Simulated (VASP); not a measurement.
The input files of a VASP run:

### KPOINTS
```
Automatic mesh
0
Gamma
4 4 4
0 0 0
```

### POSCAR
```
PbO
1
    4.0596000000     0.0000000000     0.0000000000
    0.0000000000     4.0596000000     0.0000000000
    0.0000000000     0.0000000000     5.1204000000
Pb O
2 2
Direct
  0.5000000000   0.0000000000   0.7650000000
  0.0000000000   0.5000000000   0.2350000000
  0.5000000000   0.5000000000   0.0000000000
  0.0000000000   0.0000000000   0.0000000000
```

INCAR:
```
SYSTEM = PbO
PREC = Accurate
ENCUT = 520
EDIFF = 1E-6
NELM = 100
ALGO = Normal
LREAL = .FALSE.
LASPH = .TRUE.
ISMEAR = 0
SIGMA = 0.05
GGA = PE
LMAXMIX = 4
LWAVE = .FALSE.
LCHARG = .FALSE.
ISIF = 2
ICHARG = 11
```

POTCAR, in this order: Pb_d O (PBE.64 set). Program: vasp_std.

The run wrote:

### standard output
```
 POSCAR found type information on POSCAR PbO
 POSCAR found :  2 types and       4 ions
 Reading from existing POTCAR
 Reading from existing POTCAR
 LDA part: xc-table for (Slater+PW92), standard interpolation
 WARNING: stress and forces are not correct
 POSCAR, INCAR and KPOINTS ok, starting setup
 WAVECAR not read
 WARNING: CHGCAR is incomplete

 -----------------------------------------------------------------------------
|                                                                             |
|     EEEEEEE  RRRRRR   RRRRRR   OOOOOOO  RRRRRR      ###     ###     ###     |
|     E        R     R  R     R  O     O  R     R     ###     ###     ###     |
|     E        R     R  R     R  O     O  R     R     ###     ###     ###     |
|     EEEEE    RRRRRR   RRRRRR   O     O  RRRRRR       #       #       #      |
|     E        R   R    R   R    O     O  R   R                               |
|     E        R    R   R    R   O     O  R    R      ###     ###     ###     |
|     EEEEEEE  R     R  R     R  OOOOOOO  R     R     ###     ###     ###     |
|                                                                             |
|     ICHARG>10                                                               |
|                                                                             |
|       ---->  I REFUSE TO CONTINUE WITH THIS SICK JOB ... BYE!!! <----       |
|                                                                             |
 -----------------------------------------------------------------------------
```

Q: From input and log, find the fault in this run and mend it.

A: The cause: ICHARG = 11 asks for a fixed density, but there is no CHGCAR. VASP stops with an error: ERROR: charge density could not be read from file CHGCAR for ICHARG>10 ----> I REFUSE TO CONTINUE WITH THIS SICK JOB ... BYE!!! <---- To mend it, run self-consistently first and keep its CHGCAR, or remove ICHARG. The plain static run on this cell (PBE GGA, plane waves, VASP's PBE PAW potentials (set 64)) converges, and its OSZICAR ends with
```
   1 F= -.21482684E+02 E0= -.21482684E+02  d E =-.266464E-12
```

The compound is PbO in the litharge structure. The cell was not relaxed at this level.
